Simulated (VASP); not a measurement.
Here is the system:

```
CELL_PARAMETERS angstrom
      3.10643     0.00000     0.00000
     -1.55321     2.69024     0.00000
      0.00000     0.00000     9.99495
ATOMIC_POSITIONS crystal
  Hf 0.00000 0.00000 0.00000
  Hf 0.00000 0.00000 0.50000
  Hf 0.33333 0.66667 0.25000
  Hf 0.66667 0.33333 0.75000
```

These are LDA (Ceperley-Alder, Perdew-Zunger), VASP's LDA PAW potentials (set 64) (plane waves; VASP) values and carry that method's errors. Run with 180 eV cut-off, 3×3×3 Γ-centred mesh shifted by (0.5, 0.5, 0.5), Fermi-Dirac smearing of 0.10 eV, potentials Hf_pv.

At this cut-off the stress carries a Pulay error, which pulls relaxed volumes low.  Energy and stress use the plane-wave basis of the starting cell.

### Question
The ions, cell shape and volume are relaxed. Which structure does the run end with?

### Answer

```
CELL_PARAMETERS angstrom
      3.05221     0.00000     0.00000
     -1.52610     2.64329     0.00000
      0.00000     0.00000     9.84788
ATOMIC_POSITIONS crystal
  Hf 0.00000 0.00000 0.00000
  Hf 0.00000 0.00000 0.50000
  Hf 0.33333 0.66667 0.25000
  Hf 0.66667 0.33333 0.75000
```
Space group P6_3/mmc (194), at a tolerance of 0.03 Å.

### Question
How do energy and volume change from the first to the last step?

### Answer
The energy (σ→0) changes by -27.9 meV/atom and the volume by -4.9 %, in 10 ionic steps.

The structure was generated: Hf was put into an ordered model structure, which need not be its known phase. This run relaxes it. Symmetry was kept, so distortions that lower it aren't found. The k-mesh is coarse (spacing up to 0.79 per Å, 2π included), so the numbers may not be converged in it. The run is one of a series of settings (EDIFFG = -0.01, ENCUT = 180, GGA removed, IBRION = 2, ISIF = 3, NSW = 50, KPOINTS 3×3×3 Γ-centred mesh shifted by (0.5, 0.5, 0.5), POTCAR Hf_pv (LDA.64 set) against the base run), some of them coarse on purpose.
